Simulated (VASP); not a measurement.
OSZICAR of a VASP run on HfO₂ (fluorite):

**OSZICAR**
```
       N       E                     dE             d eps       ncg     rms          rms(c)
DAV:   1     0.101297793300E+03    0.10130E+03   -0.12949E+04   870   0.145E+03
DAV:   2    -0.321361064087E+02   -0.13343E+03   -0.13142E+03  1129   0.326E+02
DAV:   3    -0.360276482984E+02   -0.38915E+01   -0.38887E+01  1094   0.538E+01
DAV:   4    -0.360516882513E+02   -0.24040E-01   -0.24035E-01  1115   0.458E+00
DAV:   5    -0.360518838341E+02   -0.19558E-03   -0.19558E-03  1080   0.373E-01    0.490E+01
DAV:   6    -0.310640106032E+02    0.49879E+01   -0.26728E+01   968   0.359E+01    0.431E+01
DAV:   7    -0.309399219760E+02    0.12409E+00   -0.75210E-01  1094   0.816E+00    0.283E+01
DAV:   8    -0.309095788500E+02    0.30343E-01   -0.22482E-01  1094   0.487E+00    0.530E+00
DAV:   9    -0.308986968505E+02    0.10882E-01   -0.38087E-02  1038   0.182E+00    0.178E+00
DAV:  10    -0.308988251571E+02   -0.12831E-03   -0.42731E-03  1093   0.513E-01    0.354E-01
DAV:  11    -0.308988128157E+02    0.12341E-04   -0.25179E-04  1108   0.134E-01    0.233E-01
DAV:  12    -0.308988351477E+02   -0.22332E-04   -0.74678E-05  1102   0.622E-02    0.458E-02
DAV:  13    -0.308988360434E+02   -0.89569E-06   -0.21126E-06  1030   0.119E-02
   1 F= -.30898836E+02 E0= -.30898836E+02  d E =-.772411E-23
```

Q: Which electronic solver shows in the log?

A: It is blocked Davidson (ALGO = Normal, or the opening steps of other solvers). The INCAR had ALGO = Normal.

Q: Can the final energy be trusted as converged?

A: Self-consistency was reached. It stopped with EDIFF = 1E-6, NELM = 100 (AM05 GGA, plane waves, VASP's PBE PAW potentials (set 64)).

The compound is HfO2 in the fluorite structure, the high-temperature cubic form, which is unstable at 0 K; the monoclinic form is the stable one. The cell was not relaxed at this level. The run is one of a series of settings (GGA = AM against the base run), some of them coarse on purpose.
